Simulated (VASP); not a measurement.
The input files of a VASP run:

File POSCAR:
```
GaSb
1
    0.0000000000     3.1110000000     3.1110000000
    3.1110000000     0.0000000000     3.1110000000
    3.1110000000     3.1110000000     0.0000000000
Ga Sb
1 1
Direct
  0.0000000000   0.0000000000   0.0000000000
  0.2500000000   0.2500000000   0.2500000000
```

**INCAR**
```
SYSTEM = GaSb
PREC = Accurate
ENCUT = 400
EDIFF = 1E-6
NELM = 25
ALGO = VeryFast
LREAL = .FALSE.
LASPH = .TRUE.
ISMEAR = 0
SIGMA = 0.05
GGA = PE
LMAXMIX = 4
LWAVE = .FALSE.
LCHARG = .FALSE.
ISIF = 2
HFSCREEN = 0.2
AEXX = 0.25
LHFCALC = .TRUE.
PRECFOCK = Fast
ISYM = 3
```

### KPOINTS
```
Automatic mesh
0
Gamma
2 2 2
0 0 0
```

POTCAR, in this order: Ga_d Sb (PBE.64 set). Program: vasp_std.

What VASP printed:

**standard output**
```
 POSCAR found type information on POSCAR GaSb
 POSCAR found :  2 types and       2 ions
 Reading from existing POTCAR
 Reading from existing POTCAR
 LDA part: xc-table for (Slater+PW92), standard interpolation
 POSCAR, INCAR and KPOINTS ok, starting setup
 WAVECAR not read
 entering main loop
       N       E                     dE             d eps       ncg     rms          rms(c)
RMM:   1    -0.157060415015E+04   -0.15706E+04   -0.71010E+03    39   0.140E+03
RMM:   2    -0.152906283719E+04    0.41541E+02   -0.14299E+03    39   0.339E+02
RMM:   3    -0.151878475902E+04    0.10278E+02   -0.14771E+02    39   0.134E+02
RMM:   4    -0.152184121566E+04   -0.30565E+01   -0.39332E+01    39   0.814E+01
RMM:   5    -0.152311105484E+04   -0.12698E+01   -0.15798E+01    39   0.464E+01
RMM:   6    -0.152369037150E+04   -0.57932E+00   -0.80340E+00    39   0.283E+01
RMM:   7    -0.152395421407E+04   -0.26384E+00   -0.43964E+00    39   0.205E+01
RMM:   8    -0.152411558068E+04   -0.16137E+00   -0.26370E+00    39   0.145E+01
RMM:   9    -0.152430688886E+04   -0.19131E+00   -0.29027E+00   124   0.120E+01
RMM:  10    -0.152432376854E+04   -0.16880E-01   -0.47311E-01   114   0.692E+00
RMM:  11    -0.152441254238E+04   -0.88774E-01   -0.34624E-01   119   0.613E+00
RMM:  12    -0.152441555572E+04   -0.30133E-02   -0.28416E-01   114   0.592E+00    0.113E+01
RMM:  13     0.738873854584E+02    0.15983E+04   -0.19166E+01   156   0.516E+01    0.121E+01
RMM:  14     0.729780658465E+02   -0.90932E+00   -0.15926E+00   127   0.133E+01    0.953E+00
RMM:  15     0.731590324113E+02    0.18097E+00   -0.45651E-01   115   0.792E+00    0.720E+00
RMM:  16     0.732386355982E+02    0.79603E-01   -0.40820E-01   120   0.738E+00    0.491E+00
RMM:  17     0.732545788282E+02    0.15943E-01   -0.39505E-01   119   0.768E+00    0.348E+00
RMM:  18     0.732602252377E+02    0.56464E-02   -0.40211E-01   123   0.785E+00    0.267E+00
RMM:  19     0.732577928884E+02   -0.24323E-02   -0.39201E-01   123   0.726E+00    0.167E+00
RMM:  20     0.732642465139E+02    0.64536E-02   -0.38601E-01   120   0.785E+00    0.123E+00
RMM:  21     0.732583468065E+02   -0.58997E-02   -0.39738E-01   125   0.734E+00    0.806E-01
RMM:  22     0.732611508434E+02    0.28040E-02   -0.39455E-01   121   0.775E+00    0.603E-01
RMM:  23     0.732595786774E+02   -0.15722E-02   -0.39689E-01   126   0.745E+00    0.420E-01
RMM:  24     0.732594482549E+02   -0.13042E-03   -0.39741E-01   126   0.767E+00    0.368E-01
RMM:  25     0.732574196491E+02   -0.20286E-02   -0.40061E-01   128   0.738E+00

 -----------------------------------------------------------------------------
|                                                                             |
|           W    W    AA    RRRRR   N    N  II  N    N   GGGG   !!!           |
|           W    W   A  A   R    R  NN   N  II  NN   N  G    G  !!!           |
|           W    W  A    A  R    R  N N  N  II  N N  N  G       !!!           |
|           W WW W  AAAAAA  RRRRR   N  N N  II  N  N N  G  GGG   !            |
|           WW  WW  A    A  R   R   N   NN  II  N   NN  G    G                |
|           W    W  A    A  R    R  N    N  II  N    N   GGGG   !!!           |
|                                                                             |
|     The electronic self-consistency was not achieved in the given           |
|     number of steps (NELM). The forces and other quantities evaluated       |
|     might not be reliable so examine the results carefully. If you find     |
|     spurious results, we suggest increasing NELM, if you were close to      |
|     convergence or switching to a different ALGO or adjusting the           |
|     density mixing parameters otherwise.                                    |
|                                                                             |
 -----------------------------------------------------------------------------

   1 F= 0.73257420E+02 E0= 0.73262357E+02  d E =-.987450E-02
```

**OUTCAR**
```
------------------------ aborting loop EDIFF was not reached (unconverged)  ----------------------------
  FORCE on cell =-STRESS in cart. coord.  units (eV):
  Direction    XX          YY          ZZ          XY          YZ          ZX
  --------------------------------------------------------------------------------------
  Total     -113.4728317   -113.4728317   -113.4728317      0.0000000      0.0000000      0.0000000
  in kB    -3019.0648801  -3019.0648801  -3019.0648801      0.0000000      0.0000000      0.0000000
  external PRESSURE =   -3019.0648801 kB  Pullay stress =       0.0000000 kB
  volume of cell :       60.22
      direct lattice vectors                 reciprocal lattice vectors
     0.000000000  3.111000000  3.111000000    -0.160720026  0.160720026  0.160720026
     3.111000000  0.000000000  3.111000000     0.160720026 -0.160720026  0.160720026
     3.111000000  3.111000000  0.000000000     0.160720026  0.160720026 -0.160720026
  FREE ENERGIE OF THE ION-ELECTRON SYSTEM (eV)
  ---------------------------------------------------
  free  energy   TOTEN  =        73.2574196491 eV

  energy  without entropy=       73.2672941482  energy(sigma->0) =       73.26235690

  exchange ACFDT corr.  =        -0.05140909  see jH, gK, PRB 81, 115126
```
(Selected blocks of OUTCAR.)

Question: Read input and log: which fault does this run have?
(A) EDIFFG is positive, so the stop tests the energy change and not the forces
(B) NBANDS is too small to hold all electrons
(C) a hybrid functional was run with ALGO = VeryFast
(D) a line-mode KPOINTS file was used for a self-consistent run

Answer: C, a hybrid functional was run with ALGO = VeryFast. Convergence was not reached. Against the sound run, the energy per atom (σ→0) rises by 40.071 eV/atom; the pressure falls by 303.02 GPa; the band gap falls by 0.87 eV.

To mend it, set ALGO = Normal.

The mended run (HSE06 screened hybrid, plane waves, VASP's PBE PAW potentials (set 64)) converges, and its OSZICAR ends with
```
   1 F= -.68790674E+01 E0= -.68790674E+01  d E =-.380952E-11
```

The compound is GaSb in the zinc blende structure. The cell was not relaxed at this level.
